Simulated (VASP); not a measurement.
# Be3ZnTe4 (P-43m) in VASP: a series of runs, part 2 of 2

VASP 6.6.1. Earlier steps stand in the parts before.

## 4. Relaxation of cell and atoms, PBE

This run uses another cell than the first one, of the same volume but with other edges.

File INCAR:

```
SYSTEM = Be3ZnTe4
  PREC = Accurate
  ENCUT = 520
  EDIFF = 1E-7
  ISMEAR = 0
  SIGMA = 0.03
  LREAL = .FALSE.
  LASPH = .TRUE.
  NELM = 120
  ALGO = Normal
  ISIF = 3
  LWAVE = .FALSE.
  LCHARG = .FALSE.
  GGA = PE
  IBRION = 2
  NSW = 60
  EDIFFG = -0.005
  POTIM = 0.3
  KPAR = 8
```

File KPOINTS:

```
regular mesh
0
G
  6 6 2
  0 0 0
```

File POSCAR:

```
Be3ZnTe4                                
1.0
    4.0898123029      0.0000000000     -0.0000000000
   -0.0000000000      4.0898123029     -0.0000000000
    0.0000000000     -0.0000000000     11.6558668423
  Be              Zn              Te            
     3     1     4
Direct
     0.5000000000000000    0.5000000000000000    0.7394193275178910
     0.5000000000000000    0.5000000000000000    0.2605806724821093
     1.0000000000000000    0.0000000000000000    0.5000000000000000
     0.0000000000000000    0.0000000000000000    0.0000000000000000
     1.0000000000000000    0.5000000000000000    0.8576443815233101
     0.5000000000000000    1.0000000000000000    0.1423556184766900
     0.5000000000000000    0.0000000000000000    0.6195413593169239
     1.0000000000000000    0.5000000000000000    0.3804586406830761
```

Potentials or basis: VASP PAW PBE potentials, release 64 (Be, Zn, Te).

On the command line:

```console
$ cat potpaw_PBE.64/Be/POTCAR potpaw_PBE.64/Zn/POTCAR potpaw_PBE.64/Te/POTCAR > POTCAR
$ mpirun -np 8 vasp_std > vasp.out
```

OUTCAR:

```text
SYSTEM = Be3ZnTe4
   PREC = Accurate
   ENCUT = 520
   EDIFF = 1E-7
   ISMEAR = 0
   LREAL = .FALSE.
   LASPH = .TRUE.
   NELM = 120
   ISIF = 3
   GGA = PE
   IBRION = 2
   NSW = 60
   EDIFFG = -0.005
   POTIM = 0.3

 ion  position               nearest neighbor table
   1  0.500  0.500  0.739-   5 2.47   5 2.47   7 2.48   7 2.48
   2  0.500  0.500  0.261-   6 2.47   6 2.47   8 2.48   8 2.48
   3  0.000  0.000  0.500-   7 2.47   8 2.47   8 2.47   7 2.47
   4  0.000  0.000  0.000-   5 2.63   6 2.63   5 2.63   6 2.63
   5  0.000  0.500  0.858-   1 2.47   1 2.47   4 2.63   4 2.63
   6  0.500  0.000  0.142-   2 2.47   2 2.47   4 2.63   4 2.63
   7  0.500  0.000  0.620-   3 2.47   3 2.47   1 2.48   1 2.48
   8  0.000  0.500  0.380-   3 2.47   3 2.47   2 2.48   2 2.48

  LATTYP: Found a simple tetragonal cell.
 ALAT       =     4.0898123029
 C/A-ratio  =     2.8499759840

  Lattice vectors:

 A1 = (   4.0898123029,   0.0000000000,   0.0000000000)
 A2 = (   0.0000000000,   4.0898123029,   0.0000000000)
 A3 = (   0.0000000000,   0.0000000000,  11.6558668423)

Analysis of symmetry for initial positions (statically):
=====================================================================
 Subroutine PRICEL returns:
 Original cell was already a primitive cell.

 Routine SETGRP: Setting up the symmetry group for a
 simple tetragonal supercell.

 Subroutine GETGRP returns: Found  8 space group operations
 (whereof  8 operations were pure point group operations)
 out of a pool of 16 trial point group operations.

The static configuration has the point symmetry D_2d.

Analysis of symmetry for dynamics (positions and initial velocities):
=====================================================================
 Subroutine PRICEL returns:
 Original cell was already a primitive cell.

 Routine SETGRP: Setting up the symmetry group for a
 simple tetragonal supercell.

 Subroutine GETGRP returns: Found  8 space group operations
 (whereof  8 operations were pure point group operations)
 out of a pool of 16 trial point group operations.

The dynamic configuration has the point symmetry D_2d.

 Subroutine INISYM returns: Found  8 space group operations
 (whereof  8 operations are pure point group operations),
 and found     1 'primitive' translations

----------------------------------------------------------------------------------------

                                     Primitive cell

  volume of cell :     194.9626

  direct lattice vectors                    reciprocal lattice vectors
     4.089812303  0.000000000  0.000000000     0.244509998  0.000000000  0.000000000
     0.000000000  4.089812303  0.000000000     0.000000000  0.244509998  0.000000000
     0.000000000  0.000000000 11.655866842     0.000000000  0.000000000  0.085793705

  length of vectors
     4.089812303  4.089812303 11.655866842     0.244509998  0.244509998  0.085793705

  position of ions in fractional coordinates (direct lattice)
     0.500000000  0.500000000  0.739419328
     0.500000000  0.500000000  0.260580672
     0.000000000  0.000000000  0.500000000
     0.000000000  0.000000000  0.000000000
     0.000000000  0.500000000  0.857644382
     0.500000000  0.000000000  0.142355618
     0.500000000  0.000000000  0.619541359
     0.000000000  0.500000000  0.380458641

  ion indices of the primitive-cell ions
   primitive index   ion index
                 1           1
                 2           2
                 3           3
                 4           4
                 5           5
                 6           6
                 7           7
                 8           8

----------------------------------------------------------------------------------------

 KPOINTS: regular mesh

Automatic generation of k-mesh.
 Grid dimensions read from file:
 generate k-points for:    6    6    2

 Generating k-lattice:

  Cartesian coordinates                     Fractional coordinates (reciprocal lattice)
     0.040751666  0.000000000  0.000000000     0.166666667  0.000000000  0.000000000
     0.000000000  0.040751666  0.000000000     0.000000000  0.166666667  0.000000000
     0.000000000  0.000000000  0.042896852     0.000000000  0.000000000  0.500000000

  Length of vectors
     0.040751666  0.040751666  0.042896852

  Shift w.r.t. Gamma in fractional coordinates (k-lattice)
     0.000000000  0.000000000  0.000000000

 Subroutine IBZKPT returns following result:
 ===========================================

 Found     20 irreducible k-points:

 Following reciprocal coordinates:
            Coordinates               Weight
  0.000000  0.000000  0.000000      1.000000
  0.166667  0.000000  0.000000      4.000000
  0.333333  0.000000  0.000000      4.000000
  0.500000  0.000000  0.000000      2.000000
  0.166667  0.166667  0.000000      4.000000
  0.333333  0.166667  0.000000      8.000000
[... 12 lines left out ...]
  0.500000  0.333333  0.500000      4.000000
  0.500000  0.500000  0.500000      1.000000
   k-points           NKPTS =     20   k-points in BZ     NKDIM =     20   number of bands    NBANDS=     26
   number of dos      NEDOS =    301   number of ions     NIONS =      8
   total plane-waves  NPLWV =  81000
   dimension x,y,z NGX =    30 NGY =   30 NGZ =   90
   dimension x,y,z NGXF=    60 NGYF=   60 NGZF=  180
   ions per type =               3   1   4
   NGX,Y,Z   is equivalent  to a cutoff of  12.19, 12.19, 12.84 a.u.
   NGXF,Y,Z  is equivalent  to a cutoff of  24.39, 24.39, 25.67 a.u.
 SYSTEM =  Be3ZnTe4
   PREC   = accura    normal or accurate (medium, high low for compatibility)
   ISTART =      0    job   : 0-new  1-cont  2-samecut
   ICHARG =      2    charge: 1-file 2-atom 10-const
   ISPIN  =      1    spin polarized calculation?
   LNONCOLLINEAR =      F non collinear calculations
   LSORBIT =      F    spin-orbit coupling
   LASPH  =      T    aspherical Exc in radial PAW
   ENCUT  =  520.0 eV  38.22 Ry    6.18 a.u.   7.60  7.60 21.67*2*pi/ulx,y,z
   NELM   =    120;   NELMIN=  2; NELMDL= -5     # of ELM steps
   EDIFF  = 0.1E-06   stopping-criterion for ELM
   LREAL  =      F    real-space projection
   EDIFFG = -.5E-02   stopping-criterion for IOM
   NSW    =     60    number of steps for IOM
   IBRION =      2    ionic relax: 0-MD 1-quasi-New 2-CG
   NFREE  =      1    steps in history (QN), initial steepest desc. (CG)
   ISIF   =      3    stress and relaxation
   ISYM   =      2    0-nonsym 1-usesym 2-fastsym
   POTIM  = 0.3000    time-step for ionic-motion
   TEBEG  =    0.0;   TEEND  =   0.0 temperature during run
   PSTRESS=    0.0 pullay stress
   NELECT =      42.0000    total number of electrons
   NUPDOWN=      -1.0000    fix difference up-down
   EMIN   =  10.00;   EMAX   =-10.00  energy-range for DOS
   EFERMI =   0.00;   METHOD = LEGACY
   ISMEAR =     0;   SIGMA  =   0.03  broadening in eV -4-tet -1-fermi 0-gaus
   EFERMI_NEDOS =   21; number of points for ismear=-14 and -15
   IALGO  =     38    algorithm
   IMIX   =      4    mixing-type and parameters
     AMIX     =   0.40;   BMIX     =  1.00
     AMIX_MAG =   1.60;   BMIX_MAG =  1.00
  volume/ion in A,a.u.               =      24.37       164.46
  Fermi-wavevector in a.u.,A,eV,Ry     =   0.981388  1.854555 13.104080  0.963123
  Thomas-Fermi vector in A             =   2.112391
   LORBIT       =      0    0 simple, 1 ext, 2 COOP (PROOUT), +10 PAW based schemes
   GGA     = PE    functional components
   LHFCALC =     F    Hartree Fock is set to
   AEXX    =    0.0000 exact exchange contribution
   IVDW    =     0    specifies the selected vdW correction
   LEPSILON=     F    determine dielectric tensor
   LRPA    =     F    only Hartree local field effects (RPA)
 conjugate gradient relaxation of ions
 non-spin polarized calculation
 Gauss-broadening in eV      SIGMA  =   0.03
  energy-cutoff  :      520.00
  volume of cell :      194.96
 maximum number of plane-waves:      5280
   NGX = 15   NGY = 15   NGZ = 43

--------------------------------------- Ionic step        1  -------------------------------------------

 number of electron      41.9999990 magnetization

 Free energy of the ion-electron system (eV)
  ---------------------------------------------------
  ext. energy  EPLUGINS =         0.00000000
  ---------------------------------------------------
  free energy    TOTEN  =       -27.91629852 eV

  energy without entropy =      -27.91629852  energy(sigma->0) =      -27.91629852

------------------------ aborting loop because EDIFF is reached ----------------------------------------

  FORCE on cell =-STRESS in cart. coord.  units (eV):
  Direction    XX          YY          ZZ          XY          YZ          ZX
  --------------------------------------------------------------------------------------
  -------------------------------------------------------------------------------------
  Total        0.0119364      0.0119364      0.0207185      0.0000000      0.0000000      0.0000000
  in kB        0.0980919      0.0980919      0.1702621      0.0000000      0.0000000      0.0000000
  external PRESSURE =       0.1221487 kB  Pullay stress =       0.0000000 kB
[... 71 lines left out ...]
--------------------------------------- Ionic step        3  -------------------------------------------

 number of electron      41.9999990 magnetization

 Free energy of the ion-electron system (eV)
  ---------------------------------------------------
  ext. energy  EPLUGINS =         0.00000000
  ---------------------------------------------------
  free energy    TOTEN  =       -27.91630549 eV

  energy without entropy =      -27.91630549  energy(sigma->0) =      -27.91630549

 E-fermi :   4.5316     XC(G=0):  -8.9427

 val. band max:        4.3828783874   @ k =   0.0000   0.0000   0.0000
 cond. band min:       6.3369747717   @ k =   0.0000   0.0000   0.5000
 fundamental gap:      1.9540963843
 Fermi energy:         4.5316168806

 k-point     1 :       0.0000    0.0000    0.0000
  band No.  band energies     occupation
      1      -7.7052      2.00000
      2      -7.1172      2.00000
      3      -6.9515      2.00000
      4      -6.0937      2.00000
      5      -2.4761      2.00000
      6      -2.4761      2.00000
[... 604 lines left out ...]
  FREE ENERGIE OF THE ION-ELECTRON SYSTEM (eV)
  ---------------------------------------------------
  free  energy   TOTEN  =       -27.9163054946 eV

  energy  without entropy=      -27.9163054946  energy(sigma->0) =      -27.91630549

 reached required accuracy - stopping structural energy minimisation
```

It took 29 s on 8 MPI ranks of Intel Xeon 6975P-C (Granite Rapids), shared host; peak memory 0.38 GiB.

Results:

| Quantity | Value |
| --- | --- |
| Free energy | -27.9163 eV |
| Relaxed volume | 24.38 Å³/atom |
| Relaxed cell | a = 4.090 Å, b = 4.090 Å, c = 11.658 Å, α = 90.00°, β = 90.00°, γ = 90.00° |
| Space group after relaxing (to 0.05 Å) | P-4m2 (No. 115) |
| Energy gained by relaxing | 0.0 meV/atom |
| Ionic steps | 3 |
| Pressure after relaxing | 0.0 GPa |
| Largest force after relaxing | 0.004 eV/Å |
| Band gap on the k mesh | 1.95 eV, indirect (least direct gap 1.96 eV) |

Forces on the atoms (eV/Å):
```
Be   0.000  0.000  0.004
Be   0.000  0.000 -0.004
Be   0.000  0.000  0.000
Zn   0.000  0.000  0.000
Te   0.000  0.000  0.003
Te   0.000  0.000 -0.003
Te   0.000  0.000  0.003
Te   0.000  0.000 -0.003
```

Final structure:
```
Be Zn Te
1.0
     4.09030    0.00000    0.00000
     0.00000    4.09030    0.00000
     0.00000    0.00000   11.65829
Be Zn Te
3 1 4
Direct
  0.50000 0.50000 0.73947
  0.50000 0.50000 0.26053
  0.00000 0.00000 0.50000
  0.00000 0.00000 0.00000
  0.00000 0.50000 0.85764
  0.50000 0.00000 0.14236
  0.50000 0.00000 0.61956
  0.00000 0.50000 0.38044
```

Levels at points of the mesh, in eV from the valence-band top:
```
           k point  band 17  band 18  band 19  band 20  band 21  band 22  band 23  band 24  band 25  band 26
(0.00, 0.00, 0.00)    -1.35    -1.35    -0.14     0.00     0.00     1.96     2.37     2.48     2.79     2.84
(0.50, 0.00, 0.00)    -1.37    -1.32    -1.12    -1.09    -0.52     2.26     2.72     3.44     3.59     4.36
(0.50, 0.50, 0.00)    -3.02    -2.61    -2.47    -2.47    -2.39     2.02     2.07     2.07     2.84     5.07
(0.00, 0.00, 0.50)    -1.23    -0.81    -0.81    -0.38    -0.38     1.95     2.25     2.91     3.01     3.17
(0.50, 0.00, 0.50)    -1.85    -1.37    -1.36    -1.32    -0.52     2.90     3.25     3.29     3.35     4.28
(0.50, 0.50, 0.50)    -2.88    -2.83    -2.81    -2.65    -2.65     2.63     2.95     2.95     3.08     3.08
```

Caveat: spin-orbit coupling is left out, which moves the levels of the heavy elements. A k mesh can miss the band edges.

## 5. Single point, r2SCAN

This run uses another cell than the first one, of the same volume but with other edges.

File INCAR:

```
ALGO     = Normal         # electronic algorithm
EDIFF    = 1E-6           # SCF threshold, eV
ENCUT    = 520            # plane-wave cutoff, eV
ISIF     = 2              # what is computed and relaxed
ISMEAR   = 0              # smearing method
KPAR     = 8            
LASPH    = T              # aspherical terms in the spheres
LCHARG   = F              # write CHGCAR
LMIXTAU  = T            
LREAL    = F              # projectors in reciprocal space
LWAVE    = F              # write WAVECAR
METAGGA  = R2SCAN         # meta-GGA
NELM     = 150            # most SCF steps
PREC     = Accurate       # precision mode
SIGMA    = 0.03           # smearing width, eV
```

File KPOINTS:

```
k-points
0
Gamma
  6 6 2
```

File POSCAR:

```
Be3ZnTe4                                
1.0
    4.0903019655      0.0000000000      0.0000000000
    0.0000000000      4.0903019655     -0.0000000000
    0.0000000000      0.0000000000     11.6582891135
  Be              Zn              Te            
     3     1     4
Direct
     0.5000000000000000    0.5000000000000000    0.7394746516247126
     0.5000000000000000    0.5000000000000000    0.2605253483752873
     0.0000000000000000    0.0000000000000000    0.5000000000000000
     0.0000000000000000    0.0000000000000000    1.0000000000000000
     0.0000000000000000    0.5000000000000000    0.8576417833807797
     0.5000000000000000    0.0000000000000000    0.1423582166192204
     0.5000000000000000    1.0000000000000000    0.6195630504211366
     0.0000000000000000    0.5000000000000000    0.3804369495788634
```

On the command line:

```console
$ cat potpaw_PBE.64/Be/POTCAR potpaw_PBE.64/Zn/POTCAR potpaw_PBE.64/Te/POTCAR > POTCAR
$ mpirun -np 8 vasp_std > vasp.out
```

Run time: 47 s. Hardware: 8 MPI ranks of Intel Xeon 6975P-C (Granite Rapids), shared host; peak memory 0.41 GiB.

Results (log left out):

```yaml
Free_energy: -127.3808 eV
Pressure: -0.6 GPa
Largest_force: 0.179 eV/Å
Band_gap_on_the_k_mesh: 2.31 eV, indirect (least direct gap 2.33 eV)
```

Forces on the atoms (eV/Å):
```
Be   0.000  0.000  0.007
Be   0.000  0.000 -0.007
Be   0.000  0.000  0.000
Zn   0.000  0.000  0.000
Te   0.000  0.000  0.179
Te   0.000  0.000 -0.179
Te   0.000  0.000  0.003
Te   0.000  0.000 -0.003
```

Stress tensor (GPa, compression positive):
```
-0.57  0.00  0.00
 0.00 -0.57  0.00
 0.00  0.00 -0.70
```

Levels at points of the mesh, in eV from the valence-band top:
```tsv
k point	band 18	band 19	band 20	band 21	band 22	band 23	band 24	band 25
(0.00, 0.00, 0.00)	-1.39	-0.14	0.00	0.00	2.33	2.74	2.87	3.16
(0.50, 0.00, 0.00)	-1.35	-1.15	-1.12	-0.54	2.71	3.16	3.89	4.03
(0.50, 0.50, 0.00)	-2.69	-2.55	-2.55	-2.47	2.34	2.42	2.42	3.15
(0.00, 0.00, 0.50)	-0.83	-0.83	-0.38	-0.38	2.31	2.59	3.29	3.40
(0.50, 0.00, 0.50)	-1.41	-1.41	-1.36	-0.54	3.37	3.71	3.76	3.80
(0.50, 0.50, 0.50)	-2.92	-2.91	-2.73	-2.73	2.98	3.32	3.32	3.46
```

Caveat: the PAW data sets were made with another functional, which shifts forces and pressure a little; spin-orbit coupling is left out, which moves the levels of the heavy elements. A k mesh can miss the band edges.

## 6. The runs side by side

```tsv
task	level	cell	k mesh	gap on the mesh (eV)	pressure (GPa)	largest force (eV/Å)
single point	r2SCAN	P-43m, 24.39 Å³/atom	4 × 4 × 4	2.22	-0.6	0.14
relaxation of cell and atoms	PBE	relaxed	6 × 6 × 2	1.95	0.0	-
single point	r2SCAN	P-4m2, 24.38 Å³/atom	6 × 6 × 2	2.31	-0.6	0.18
```

Alike in all rows: potentials or basis VASP PAW PBE potentials, release 64 (Be, Zn, Te); no spin polarisation; cutoff (eV) 520; smearing gaussian 0.03 eV.

Caveats: spin-orbit coupling is left out, which moves the levels of the heavy elements; the PAW data sets were made with another functional, which shifts forces and pressure a little (some runs).

Total energies depend on the potentials used, so only differences within one code and one set of settings carry meaning.
